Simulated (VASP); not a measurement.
OsI:

```xyz
2
Lattice="1.9529 -2.7912 0.0000 1.9529 2.7912 0.0000 0.0000 0.0000 5.4704" Properties=species:S:1:pos:R:3 pbc="T T T"
Os    1.9529    0.0000    2.7352
I     0.0000    0.0000    0.0000
```

The cell was built by a generator and needn't be a form met in nature.

- Program: VASP 6.6.1
- Task: relaxation of cell and atoms
- Functional: PBE
- Potentials or basis: VASP PAW PBE potentials, release 64 (Os, I)
- Cutoff: 600 eV
- k mesh: 8 × 8 × 5
- Occupations: gaussian, width 0.05 eV
- Spin: no spin polarisation

At the start: pressure -16.2 GPa; volume 29.82 Å³/atom.

**Question.** How do energy, volume and symmetry change on relaxing?

**Answer.** Over 13 steps the energy falls by 1008.6 meV/atom and the volume is 20.35 Å³/atom (-31.8 %); space group Cmmm (No. 65, to 0.05 Å).

Step by step:
| step | energy change (eV) | largest force (eV/Å) | pressure (GPa) | volume (Å³) |
| --- | --- | --- | --- | --- |
| 1 | 0.0000 | 0.0000 | -16.15 | 59.64 |
| 2 | -1.7299 | 0.0000 | 10.35 | 37.18 |
| 3 | -1.7784 | 0.0000 | 1.60 | 39.34 |
| 4 | -1.9711 | 0.0000 | 5.44 | 38.54 |
| 5 | -1.9725 | 0.0000 | 6.24 | 38.43 |
| 6 | -1.9827 | 0.0000 | -4.50 | 42.52 |
| 7 | -2.0132 | 0.0000 | -0.14 | 40.52 |
| 8 | -2.0169 | 0.0000 | 0.04 | 40.66 |
| 9 | -2.0169 | 0.0000 | 0.08 | 40.68 |
| 10 | -2.0171 | 0.0000 | -0.13 | 40.75 |
| 11 | -2.0171 | 0.0000 | -0.15 | 40.75 |
| 12 | -2.0171 | 0.0000 | 0.08 | 40.67 |
| 13 | -2.0172 | 0.0000 | 0.00 | 40.70 |

Final structure:
```cif
data_structure
_symmetry_space_group_name_H-M 'P 1'
_symmetry_Int_Tables_number 1
_cell_length_a 3.2225
_cell_length_b 3.2225
_cell_length_c 4.6651
_cell_angle_alpha 90.000
_cell_angle_beta 90.000
_cell_angle_gamma 122.855
_cell_volume 40.70
loop_
_atom_site_label
_atom_site_type_symbol
_atom_site_fract_x
_atom_site_fract_y
_atom_site_fract_z
_atom_site_occupancy
Os1 Os 0.50000 0.50000 0.50000 1
I1 I 0.00000 0.00000 0.00000 1
```

Caveat: the volume moved by over 15 % at a fixed basis, so the end points are rough; an odd number of electrons without spin polarisation forces a metal; a magnetic or distorted state may lie lower.
